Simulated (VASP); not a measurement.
Level of theory: PBE GGA, VASP's PBE PAW potentials (set 64) (plane waves; VASP).

A VASP calculation is set up with these files.

**INCAR**
```
SYSTEM  =  CdSe
PREC  =  Accurate; ENCUT  =  530; LREAL  =  .False.
LASPH  =  .True.
EDIFF  =  1E-7; NELM  =  100; ALGO  =  Normal
LMAXMIX  =  4
ISMEAR  =  0; SIGMA  =  0.05
GGA  =  PE
IBRION  =  6; NSW  =  1; ISIF  =  3
POTIM  =  0.015; NFREE  =  2
LWAVE  =  .False.; LCHARG  =  .False.
```

**POSCAR**
```
CdSe
1
    0.0000000000     3.0956650803     3.0956650803
    3.0956650803    -0.0000000000     3.0956650803
    3.0956650803     3.0956650803     0.0000000000
Cd Se
1 1
Direct
  1.0000000000   1.0000000000   1.0000000000
  0.2500000000   0.2500000000   0.2500000000
```

File KPOINTS:
```
Automatic mesh
0
Gamma
7 7 7
0 0 0
```

POTCAR, in this order: Cd Se (PBE.64 set). Program: vasp_std.

What VASP printed:

**OUTCAR**
```


   1 f  =    4.716583 THz    29.635163 2PiTHz  157.328263 cm-1    19.506210 meV

   2 f  =    4.716583 THz    29.635163 2PiTHz  157.328263 cm-1    19.506210 meV

   3 f  =    4.716583 THz    29.635163 2PiTHz  157.328263 cm-1    19.506210 meV

   4 f/i=    0.000322 THz     0.002025 2PiTHz    0.010752 cm-1     0.001333 meV

   5 f/i=    0.000322 THz     0.002025 2PiTHz    0.010752 cm-1     0.001333 meV

   6 f/i=    0.000322 THz     0.002025 2PiTHz    0.010752 cm-1     0.001333 meV

 ELASTIC MODULI CONTR FROM IONIC RELAXATION (kBar)
 Direction    XX          YY          ZZ          XY          YZ          ZX
 --------------------------------------------------------------------------------
 XX          -0.0000     -0.0000     -0.0000      0.0000      0.0000     -0.0000
 YY          -0.0000     -0.0000     -0.0000      0.0000      0.0000     -0.0000
 ZZ          -0.0000     -0.0000     -0.0000      0.0000      0.0000     -0.0000
 XY           0.0000      0.0000      0.0000   -175.3362      0.0000      0.0000
 YZ           0.0000      0.0000      0.0000      0.0000   -175.3362      0.0000
 ZX          -0.0000     -0.0000     -0.0000      0.0000      0.0000   -175.3362
 --------------------------------------------------------------------------------

 TOTAL ELASTIC MODULI (kBar)
 Direction    XX          YY          ZZ          XY          YZ          ZX
 --------------------------------------------------------------------------------
 XX         572.0991    402.0607    402.0607     -0.0000      0.0000     -0.0000
 YY         402.0607    572.0991    402.0607      0.0000     -0.0000     -0.0000
 ZZ         402.0607    402.0607    572.0991      0.0000      0.0000     -0.0000
 XY          -0.0000      0.0000      0.0000    213.7588      0.0000      0.0000
 YZ           0.0000     -0.0000      0.0000      0.0000    213.7588      0.0000
 ZX          -0.0000     -0.0000     -0.0000      0.0000      0.0000    213.7588
 --------------------------------------------------------------------------------
```
(Selected blocks of OUTCAR.)

The compound is CdSe in the zinc blende structure, whereas wurtzite is the usual form. It was relaxed first, which changed the volume by +7 %.
